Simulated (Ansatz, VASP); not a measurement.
# One calculation of NaMg6Ti, two programs

```
Ti Mg Na
1.0
     5.15680    0.00000    0.00000
     0.00000    6.40947    0.00000
     0.00000    3.21563    5.54445
Ti Mg Na
1 6 1
Direct
  0.00000 0.84093 0.84093
  0.50000 0.16711 0.16711
  0.50000 0.15260 0.67332
  0.50000 0.67332 0.15260
  0.00000 0.33517 0.33517
  0.00000 0.33214 0.83248
  0.00000 0.83248 0.33214
  0.50000 0.66625 0.66625
```

The cell comes from a database or a generator and needn't be the stable form of this composition.

Alike in both runs: task density of states; functional revPBE; dispersion D3(BJ); k mesh 5 × 5 × 5; occupations tetrahedron; no spin polarisation.

```csv
,VASP,Ansatz
version,VASP 6.6.1,Ansatz 0.2.0
potentials or method,"VASP PAW PBE potentials, release 54 (Ti, Mg, Na)",Ansatz PAW
plane-wave cutoff (eV),500,420
valence electrons in the cell,17,81
```

|  | VASP | Ansatz | Ansatz less VASP |
| --- | --- | --- | --- |
| gap on the k mesh at the Fermi level (eV) | none | none | - |
| pressure (GPa) | -3.3 | -3.1 | +0.23 |
| largest component of the traceless stress (GPa) | 0.43 | 0.38 | -0.048 |
| rms of the force components (eV/Å) | 0.041 | 0.041 | +0.0001 |
| dispersion energy (meV/atom) | -562.1 | -562.2 | -0.08 |

Atom by atom the forces differ by 0.003 eV/Å (rms over components). A gap of «none» marks a metal or a gap that the smearing closes. The two sets of potentials don't hold the same shells in valence.

Caveats: pairwise dispersion overbinds metals, which lowers pressure and volume; the PAW data sets were made with another functional, which shifts forces and pressure a little (VASP); tetrahedron occupations give inexact forces and stress in metals (VASP); the PAW data sets come from PBE, with cores solved anew for the run's functional, which leaves a small shift of forces and pressure (Ansatz); the density of states is complete only up to the lowest level of the last band computed (Ansatz); with tetrahedron occupations forces and stress needn't match the slope of the energy (Ansatz).
